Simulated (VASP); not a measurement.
Method: optB88-vdW, VASP's PBE PAW potentials (set 64) (plane waves; VASP 6.6.1).

VASP input:

### INCAR
```
SYSTEM = CoSi2
PREC = Accurate
ENCUT = 520
EDIFF = 1E-6
NELM = 100
ALGO = Normal
LREAL = .FALSE.
LASPH = .TRUE.
ISMEAR = 1
SIGMA = 0.1
GGA = BO
PARAM1 = 0.1833333333
PARAM2 = 0.22
LUSE_VDW = .TRUE.
AGGAC = 0.0
LMAXMIX = 4
LWAVE = .FALSE.
LCHARG = .FALSE.
IBRION = 2
ISIF = 3
NSW = 60
EDIFFG = -0.02
```

File POSCAR:
```
CoSi2
1.0
  0.0000000000   2.6865298205   2.6865298205
  2.6865298205   0.0000000000   2.6865298205
  2.6865298205   2.6865298205   0.0000000000
Co Si
1 2
Cart
  0.0000000000   0.0000000000   0.0000000000
  1.3432649103   1.3432649103   1.3432649103
  4.0297947307   4.0297947307   4.0297947307
```

KPOINTS:
```
Automatic mesh
0
Gamma
9 9 9
0 0 0
```

POTCAR, in this order: Co Si (PBE.64 set). Program: vasp_std.

Output of the run:

### OUTCAR
```
 ion  position               nearest neighbor table
   1  0.000  0.000  0.000-   3 2.33   3 2.33   3 2.33   2 2.33   3 2.33   2 2.33   2 2.33   2 2.33
  LATTYP: Found a face centered cubic cell.
 ALAT       =     5.3730596410
 Subroutine PRICEL returns:
 Original cell was already a primitive cell.
 Subroutine GETGRP returns: Found 48 space group operations
The static configuration has the point symmetry O_h .
The dynamic configuration has the point symmetry O_h .
 Subroutine INISYM returns: Found 48 space group operations
 Subroutine IBZKPT returns following result:
 Found     35 irreducible k-points:

 Following reciprocal coordinates:
            Coordinates               Weight
  0.000000  0.000000  0.000000      1.000000
  0.111111  0.000000  0.000000      8.000000
  0.222222  0.000000  0.000000      8.000000
  0.333333  0.000000  0.000000      8.000000
  0.444444  0.000000  0.000000      8.000000
  0.111111  0.111111  0.000000      6.000000
  0.222222  0.111111  0.000000     24.000000
  0.333333  0.111111  0.000000     24.000000
  0.444444  0.111111  0.000000     24.000000
 -0.444444  0.111111  0.000000     24.000000
 -0.333333  0.111111  0.000000     24.000000
 -0.222222  0.111111  0.000000     24.000000
 -0.111111  0.111111  0.000000     12.000000
  0.222222  0.222222  0.000000      6.000000
  0.333333  0.222222  0.000000     24.000000
  0.444444  0.222222  0.000000     24.000000
 -0.444444  0.222222  0.000000     24.000000
 -0.333333  0.222222  0.000000     24.000000
 -0.222222  0.222222  0.000000     12.000000
  0.333333  0.333333  0.000000      6.000000
  0.444444  0.333333  0.000000     24.000000
 -0.444444  0.333333  0.000000     24.000000
 -0.333333  0.333333  0.000000     12.000000
  0.444444  0.444444  0.000000      6.000000
 -0.444444  0.444444  0.000000     12.000000
...
```

**OSZICAR**
```
       N       E                     dE             d eps       ncg     rms          rms(c)
DAV:   1     0.780544028021E+02    0.78054E+02   -0.70195E+03   840   0.134E+03
DAV:   2    -0.101796496997E+02   -0.88234E+02   -0.82282E+02   868   0.259E+02
DAV:   3    -0.147668564362E+02   -0.45872E+01   -0.43973E+01  1088   0.674E+01
DAV:   4    -0.148869353590E+02   -0.12008E+00   -0.11973E+00  1016   0.104E+01
DAV:   5    -0.148906916177E+02   -0.37563E-02   -0.37558E-02  1144   0.196E+00    0.126E+01
DAV:   6    -0.176400809441E+02   -0.27494E+01   -0.29930E+01  1088   0.118E+02    0.153E+01
DAV:   7    -0.138586825803E+02    0.37814E+01   -0.13260E+01  1156   0.941E+01    0.308E+00
DAV:   8    -0.138702970029E+02   -0.11614E-01   -0.73307E-01   972   0.696E+00    0.170E+00
DAV:   9    -0.138443591015E+02    0.25938E-01   -0.96799E-02  1092   0.673E+00    0.359E-01
DAV:  10    -0.138446338268E+02   -0.27473E-03   -0.55391E-03  1036   0.942E-01    0.669E-02
DAV:  11    -0.138445817503E+02    0.52076E-04   -0.37111E-04  1252   0.374E-01    0.304E-02
DAV:  12    -0.138445871521E+02   -0.54018E-05   -0.25401E-05   928   0.527E-02    0.142E-02
DAV:  13    -0.138445869231E+02    0.22901E-06   -0.22629E-06   824   0.249E-02
   1 F= -.13844587E+02 E0= -.13844580E+02  d E =-.138446E+02
```

**OUTCAR**
```
------------------------ aborting loop because EDIFF is reached ----------------------------------------
  FORCE on cell =-STRESS in cart. coord.  units (eV):
  Direction    XX          YY          ZZ          XY          YZ          ZX
  --------------------------------------------------------------------------------------
  Total       -0.0215414     -0.0215414     -0.0215414     -0.0000000      0.0000000     -0.0000000
  in kB       -0.8899802     -0.8899802     -0.8899802     -0.0000000      0.0000000     -0.0000000
  external PRESSURE =      -0.8899802 kB  Pullay stress =       0.0000000 kB
  volume of cell :       38.78
      direct lattice vectors                 reciprocal lattice vectors
     0.000000000  2.686529821  2.686529821    -0.186113698  0.186113698  0.186113698
     2.686529821  0.000000000  2.686529821     0.186113698 -0.186113698  0.186113698
     2.686529821  2.686529821  0.000000000     0.186113698  0.186113698 -0.186113698
 POSITION                                       TOTAL-FORCE (eV/Angst)
 -----------------------------------------------------------------------------------
      0.00000      0.00000      0.00000         0.000000      0.000000     -0.000000
      1.34326      1.34326      1.34326        -0.000000     -0.000000     -0.000000
      4.02979      4.02979      4.02979         0.000000      0.000000      0.000000
 -----------------------------------------------------------------------------------
    total drift:                               -0.000000     -0.000000      0.000000
  FREE ENERGIE OF THE ION-ELECTRON SYSTEM (eV)
  ---------------------------------------------------
  free  energy   TOTEN  =       -13.8445869231 eV

  energy  without entropy=      -13.8445676129  energy(sigma->0) =      -13.84458049

 reached required accuracy - stopping structural energy minimisation
```
(Selected blocks of OUTCAR.)

The compound is CoSi2 in the fluorite structure. It was relaxed first. The start is the result of an earlier pass. The run is not spin-polarised, so no magnetic state was tried. The electron count is odd and the run is not spin-polarised, which forces a metal.
